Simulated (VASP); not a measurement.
Given:

```
BN
1.0
    1.27756    -2.21280     0.00000
    1.27756     2.21280     0.00000
    0.00000     0.00000     4.22543
B N
2 2
Direct
  0.66667   0.33333   0.50024
  0.33333   0.66667   0.00024
  0.66667   0.33333   0.87476
  0.33333   0.66667   0.37476
```

All values below come from PBE GGA, VASP's PBE PAW potentials (set 64) (plane waves; VASP). Settings: 650 eV cut-off, 9×9×5 Γ-centred mesh, Gaussian smearing of 0.050 eV, potentials B N.

Give the elastic stiffness tensor with the ions relaxed (GPa, in the frame of the cell).

|  | xx | yy | zz | yz | xz | xy |
|---|---|---|---|---|---|---|
| xx | 927 | 131 | 58.7 | 0.0 | 0.0 | 0.0 |
| yy | 131 | 927 | 58.7 | 0.0 | 0.0 | 0.0 |
| zz | 58.7 | 58.7 | 1020 | 0.0 | 0.0 | 0.0 |
| yz | 0.0 | 0.0 | 0.0 | 330 | 0.0 | 0.0 |
| xz | 0.0 | 0.0 | 0.0 | 0.0 | 330 | 0.0 |
| xy | 0.0 | 0.0 | 0.0 | 0.0 | 0.0 | 398 |

Estimate the Hill bulk modulus, Hill shear modulus, Young's modulus, Poisson's ratio.

```yaml
hill_bulk_modulus: 374 GPa
hill_shear_modulus: 3830 kbar
Young's modulus: 8560 kbar
Poisson's ratio: 0.118
```

The compound is BN in the wurtzite structure, a metastable high-pressure form. It was relaxed first.
